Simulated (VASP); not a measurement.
VASP ran on this input.

### POSCAR
```
HfN
1.0
  0.0000000000   2.2311423101   2.2311423101
  2.2311423101   0.0000000000   2.2311423101
  2.2311423101   2.2311423101   0.0000000000
Hf N
1 1
Cart
  0.0000000000   0.0000000000   0.0000000000
  2.2311423101   2.2311423101   2.2311423101
```

File KPOINTS:
```
kpoints
0
Gamma
  14 14 14
```

### INCAR
```
# general
SYSTEM   =  HfN
PREC     =  Accurate
ENCUT    =  620
LREAL    =  F
LASPH    =  T

# electronic loop
EDIFF    =  1E-6
NELM     =  100
ALGO     =  Normal
LMAXMIX  =  6

# smearing
ISMEAR   =  1
SIGMA    =  0.1

# ions
IBRION   =  2
NSW      =  40
ISIF     =  3
EDIFFG   =  -0.02
PSTRESS  =  50

# output
LWAVE    =  F
LCHARG   =  F
```

POTCAR, in this order: Hf_pv N (LDA.64 set). Program: vasp_std.

Question: Write an equivalent input for Ansatz.

Answer: One equivalent input (not run):
Ansatz 0.2 input:
```yaml
crystal:
  lattice:
    - [0.0000000, 2.2311423, 2.2311423]
    - [2.2311423, 0.0000000, 2.2311423]
    - [2.2311423, 2.2311423, 0.0000000]
  atoms:
    - { symbol: Hf, position: [0.0000000, 0.0000000, 0.0000000] }
    - { symbol: N, position: [0.5000000, 0.5000000, 0.5000000] }
kpoints:
  mp_grid: { grid: [14, 14, 14] }
hamiltonian:
  xc: lda
  pseudopotentials: { kind: paw }
scf:
  occupations: { method: methfessel_paxton, width: 0.1 }
  max_iter: 100
relax:
  max_steps: 40
  f_tol: 0.02
  cell: { p_target: 5 }
output: { forces: true, stress: true, eigenvalues: true }
```
What does not carry over: each code has its own PAW files, so the cut-off isn't converted (ENCUT is set for VASP's; basis.ecutwfc is left out, and Ansatz then takes the one that its files recommend); Ansatz stops its SCF on the density residual and VASP on the energy change (EDIFF); Ansatz's lda is the Perdew-Wang form, while the LDA potentials of VASP carry Perdew-Zunger's.

The compound is HfN in the rock salt structure. This run relaxes it under an external pressure of 5 GPa. Symmetry was kept, so distortions that lower it aren't found.
